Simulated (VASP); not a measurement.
Level of theory: LDA (Ceperley-Alder, Perdew-Zunger), VASP's LDA PAW potentials (set 64) (plane waves; VASP).

A VASP calculation is set up with these files.

INCAR:
```
! general
SYSTEM  = AuZn
PREC    = Accurate
ENCUT   = 400   ! plane-wave cut-off (eV)
LREAL   = .FALSE.   ! projection in real space or not
LASPH   = .TRUE.

! electronic loop
EDIFF   = 1E-8
NELM    = 100   ! most electronic steps
ALGO    = Normal   ! blocked Davidson
LMAXMIX = 6   ! l cut-off of mixed one-centre charges

! smearing
ISMEAR  = 1
SIGMA   = 0.1   ! width (eV)

! ions
IBRION  = 1
NSW     = 30   ! most ionic steps
ISIF    = 2
EDIFFG  = -0.001

! output
LWAVE   = .FALSE.
LCHARG  = .FALSE.
```

POSCAR:
```
AuZn
1
    3.0983940163     0.0000000000    -0.0000000000
    0.0000000000     3.0983940163     0.0000000000
    0.0000000000     0.0000000000     3.0983940163
Zn Au
1 1
Direct
  0.5000000000   0.5000000000   0.5000000000
  0.0000000000   0.0000000000   0.0000000000
```

**KPOINTS**
```
Automatic
0
gamma
11 11 11
0 0 0
```

POTCAR, in this order: Zn Au (LDA.64 set). Program: vasp_std.

Unless said otherwise, spin-orbit coupling is left out, though it shifts the bands of the heavy elements here.

Q: Estimate the energy per atom (σ→0), band gap (on the k-mesh).

A: 
The energy per atom (σ→0) is -3.379 eV/atom and the band gap (on the k-mesh) is none (metal, semimetal or under 0.01 eV).

**OSZICAR**
```
...
DAV:   7    -0.676940785113E+01    0.36490E-01   -0.39698E-02  2364   0.460E+00    0.312E+00
DAV:   8    -0.675788685473E+01    0.11521E-01   -0.10338E-02  1974   0.120E+00    0.133E-01
DAV:   9    -0.675789360710E+01   -0.67524E-05   -0.40470E-04  1940   0.290E-01    0.661E-02
DAV:  10    -0.675789287145E+01    0.73565E-06   -0.38917E-05  2111   0.100E-01    0.171E-02
DAV:  11    -0.675789197300E+01    0.89844E-06   -0.67110E-06  1988   0.646E-02    0.286E-03
DAV:  12    -0.675789196391E+01    0.90972E-08   -0.15804E-07  2298   0.991E-03    0.211E-03
DAV:  13    -0.675789196064E+01    0.32669E-08   -0.45976E-08  1680   0.643E-03
   1 F= -.67578920E+01 E0= -.67575714E+01  d E =-.675789E+01
```

The compound is AuZn in the CsCl type structure. It was relaxed first. The start is the result of an earlier pass. The electron count is odd and the run is not spin-polarised, which forces a metal.
